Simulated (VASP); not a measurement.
Input:

```yaml
crystal:
  lattice:
    - [2.72612, 0.00000, 0.00000]
    - [0.00000, 2.72612, 0.00000]
    - [0.00000, 0.00000, 3.71843]
  atoms:
    - { symbol: Fe, position: [0.00000, 0.00000, 0.00000], spin: 3.2 }
    - { symbol: Pt, position: [0.50000, 0.50000, 0.50000], spin: 0.3 }
```

Level of theory: r2SCAN+rVV10, VASP's PBE PAW potentials (set 64) (plane waves; VASP). Numerical set-up: 520 eV cut-off, 15×15×11 Γ-centred mesh, tetrahedra with Blöchl corrections, potentials Fe Pt.

Unless said otherwise, spin-orbit coupling is left out, though it shifts the bands of the heavy elements here.

Problem. What does the run give for the cell moment, energy per atom (σ→0), band gap (over mesh and band path) with the smallest direct gap where there is one?

Solution. 
| Property | Value |
|---|---|
| band gap (over mesh and band path) | none (metal, semimetal or under 0.01 eV) |
| cell moment | 3.53 μB |
| energy per atom (σ→0) | -33.099 eV/atom |

Problem. Give the moment on each site (PAW-sphere projection).

Solution. 
```csv
site,moment (μB)
Fe1,3.23
Pt2,0.32
```

Total energies compare only between runs with the same potentials, cut-off and functional.

The compound is FePt in the L1_0 structure. It was relaxed first.
